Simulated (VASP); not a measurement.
Calculation: RPBE GGA, VASP's PBE PAW potentials (set 64) (plane waves; VASP).

VASP input:

INCAR:
```
EDIFF = 1E-7   # SCF stop (eV)
SYSTEM = Ho
LASPH = .TRUE.   # aspherical one-centre terms
ALGO = Normal   # blocked Davidson
SIGMA = 0.1
ISMEAR = 1   # Methfessel-Paxton
LCHARG = .FALSE.
ENCUT = 520   # plane-wave cut-off (eV)
ISIF = 4   # ions and shape, fixed volume
EDIFFG = -0.01   # ionic stop
LWAVE = .FALSE.
PREC = Accurate
LREAL = .FALSE.   # projection in real space or not
NSW = 30
IBRION = 2   # conjugate gradients
GGA = RP   # RPBE
LMAXMIX = 6   # l cut-off of mixed one-centre charges
NELM = 100
```

### KPOINTS
```
Regular mesh
0
G
  12 12 7
```

File POSCAR:
```
Ho
1
    1.8092191085    -3.1336594753     0.0000000000
    1.8092191085     3.1336594753     0.0000000000
    0.0000000000     0.0000000000     5.5936398415
Ho
2
Direct
  0.3333330000   0.6666670000   0.2500000000
  0.6666670000   0.3333330000   0.7500000000
```

POTCAR, in this order: Ho_3 (PBE.64 set). Program: vasp_std.

Output of the run:

**OUTCAR**
```
 ion  position               nearest neighbor table
   1  0.333  0.667  0.250-   2 3.49   2 3.49   2 3.49   2 3.49   2 3.49   2 3.49
   2  0.667  0.333  0.750-   1 3.49   1 3.49   1 3.49   1 3.49   1 3.49   1 3.49
  LATTYP: Found a hexagonal cell.
 ALAT       =     3.6184382667
 C/A-ratio  =     1.5458712929
 Subroutine PRICEL returns:
 Original cell was already a primitive cell.
 Subroutine GETGRP returns: Found 24 space group operations
The static configuration has the point symmetry D_3d.
 The point group associated with its full space group is D_6h.
The dynamic configuration has the point symmetry D_3d.
 Subroutine INISYM returns: Found 24 space group operations
 Subroutine IBZKPT returns following result:
 Found     76 irreducible k-points:

 Following reciprocal coordinates:
            Coordinates               Weight
  0.000000  0.000000  0.000000      1.000000
  0.083333  0.000000  0.000000      6.000000
  0.166667  0.000000  0.000000      6.000000
  0.250000  0.000000  0.000000      6.000000
  0.333333  0.000000  0.000000      6.000000
  0.416667  0.000000  0.000000      6.000000
  0.500000  0.000000  0.000000      3.000000
...
```

OSZICAR:
```
       N       E                     dE             d eps       ncg     rms          rms(c)
DAV:   1     0.867975760883E+02    0.86798E+02   -0.82958E+03  2176   0.128E+03
DAV:   2    -0.344430820914E+01   -0.90242E+02   -0.88713E+02  2879   0.567E+02
DAV:   3    -0.814316179426E+01   -0.46989E+01   -0.44576E+01  3283   0.909E+01
DAV:   4    -0.833101490278E+01   -0.18785E+00   -0.18197E+00  3409   0.128E+01
DAV:   5    -0.833525063816E+01   -0.42357E-02   -0.42198E-02  3320   0.226E+00    0.243E+01
DAV:   6    -0.834014750956E+01   -0.48969E-02   -0.27125E-02  3315   0.220E+00    0.145E+01
DAV:   7    -0.835213063331E+01   -0.11983E-01   -0.51047E-02  3204   0.311E+00    0.315E-01
DAV:   8    -0.835198251472E+01    0.14812E-03   -0.29736E-03  2862   0.600E-01    0.640E-02
DAV:   9    -0.835201239667E+01   -0.29882E-04   -0.22445E-04  3344   0.181E-01    0.340E-02
DAV:  10    -0.835200551555E+01    0.68811E-05   -0.32897E-05  3316   0.594E-02    0.506E-02
DAV:  11    -0.835200671413E+01   -0.11986E-05   -0.36295E-06  3172   0.190E-02    0.306E-03
DAV:  12    -0.835200696461E+01   -0.25049E-06   -0.20487E-07  2019   0.587E-03    0.960E-04
DAV:  13    -0.835200697193E+01   -0.73135E-08   -0.40685E-08  1713   0.511E-03
   1 F= -.83520070E+01 E0= -.83509927E+01  d E =-.835201E+01
       N       E                     dE             d eps       ncg     rms          rms(c)
DAV:   1    -0.835299671826E+01   -0.98975E-03   -0.36765E-02  2931   0.174E+00    0.131E-01
DAV:   2    -0.835256246378E+01    0.43425E-03   -0.97133E-04  3159   0.389E-01    0.767E-02
DAV:   3    -0.835235158674E+01    0.21088E-03   -0.24579E-04  3496   0.153E-01    0.457E-02
DAV:   4    -0.835235061789E+01    0.96886E-06   -0.39895E-05  3107   0.532E-02    0.194E-02
DAV:   5    -0.835235078881E+01   -0.17092E-06   -0.20483E-06  3541   0.160E-02    0.280E-03
DAV:   6    -0.835235073372E+01    0.55082E-07   -0.70781E-08  1751   0.291E-03
   2 F= -.83523507E+01 E0= -.83514147E+01  d E =-.343762E-03
       N       E                     dE             d eps       ncg     rms          rms(c)
DAV:   1    -0.835277615913E+01   -0.42537E-03   -0.19525E-02  2924   0.126E+00    0.951E-02
DAV:   2    -0.835254309913E+01    0.23306E-03   -0.50073E-04  3123   0.275E-01    0.559E-02
DAV:   3    -0.835243067401E+01    0.11243E-03   -0.13228E-04  3507   0.112E-01    0.334E-02
DAV:   4    -0.835243021979E+01    0.45421E-06   -0.21024E-05  3064   0.388E-02    0.140E-02
DAV:   5    -0.835243030445E+01   -0.84656E-07   -0.12029E-06  3242   0.127E-02    0.202E-03
DAV:   6    -0.835243026671E+01    0.37736E-07   -0.42036E-08  1461   0.243E-03
   3 F= -.83524303E+01 E0= -.83515640E+01  d E =-.423295E-03
```

OUTCAR:
```
------------------------ aborting loop because EDIFF is reached ----------------------------------------
  FORCE on cell =-STRESS in cart. coord.  units (eV):
  Direction    XX          YY          ZZ          XY          YZ          ZX
  --------------------------------------------------------------------------------------
  Total        0.5903705      0.5903705      0.5935372      0.0000000      0.0000000      0.0000000
  in kB       14.9130951     14.9130957     14.9930864      0.0000000      0.0000000      0.0000000
  external PRESSURE =      14.9397591 kB  Pullay stress =       0.0000000 kB
  volume of cell :       63.43
      direct lattice vectors                 reciprocal lattice vectors
     1.804890333 -3.126161819 -0.000000000     0.277025142 -0.159940537  0.000000000
     1.804890333  3.126161819  0.000000000     0.277025142  0.159940537  0.000000000
     0.000000000  0.000000000  5.620503126     0.000000000 -0.000000000  0.177920015
 POSITION                                       TOTAL-FORCE (eV/Angst)
 -----------------------------------------------------------------------------------
      1.80489      1.04206      1.40513        -0.000000     -0.000000      0.000000
      1.80489     -1.04206      4.21538         0.000000      0.000000      0.000000
 -----------------------------------------------------------------------------------
    total drift:                               -0.000003      0.000092     -0.000011
  FREE ENERGIE OF THE ION-ELECTRON SYSTEM (eV)
  ---------------------------------------------------
  free  energy   TOTEN  =        -8.3524302667 eV

  energy  without entropy=       -8.3498316006  energy(sigma->0) =       -8.35156404

 reached required accuracy - stopping structural energy minimisation
```
(Selected blocks of OUTCAR.)

File CONTCAR:
```
Ho
   1.00000000000000
     1.8048903333431510   -3.1261618192418497   -0.0000000000000000
     1.8048903333431510    3.1261618192418497    0.0000000000000000
     0.0000000000000000    0.0000000000000000    5.6205031262156959
  Ho
     2
Direct
     0.3333330000000032    0.6666669999999968    0.2500000000000000
     0.6666669999999968    0.3333330000000032    0.7500000000000000
```

The 4f electrons are frozen in the core of the lanthanide potential, so 4f levels, which can set the real gap, and their magnetism are missing.

The compound is Ho in the hcp structure. This cell is one point of a volume scan, at 0.97 of the reference volume. Symmetry was kept, so distortions that lower it aren't found.
